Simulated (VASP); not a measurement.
Energy against volume of NiAl (CsCl type). These are RPBE GGA, VASP's PBE PAW potentials (set 64) (plane waves; VASP) values and carry that method's errors. Run with 520 eV cut-off, 12×12×12 Γ-centred mesh, first-order Methfessel-Paxton smearing of 0.10 eV, potentials Al Ni.

| V (Å³/atom) | E (eV/atom) |
|---|---|
| 11.667 | -4.85112 |
| 12.040 | -4.86837 |
| 12.412 | -4.87347 |
| 12.784 | -4.86824 |

Task: Fit these four points and predict the energy of the run at 13.157 Å³/atom.

Result: A cubic in V^(−2/3), the third-order Birch-Murnaghan form, passes through the four points with V0 = 12.40 Å³/atom and B0 = 149 GPa, and gives -4.8541 eV/atom there. The run gave -4.8542 eV/atom, -0.1 meV/atom from the fit; all five points give B0 = 148 GPa.

The compound is NiAl in the CsCl type structure. It was relaxed first. The run is not spin-polarised, so no magnetic state was tried.
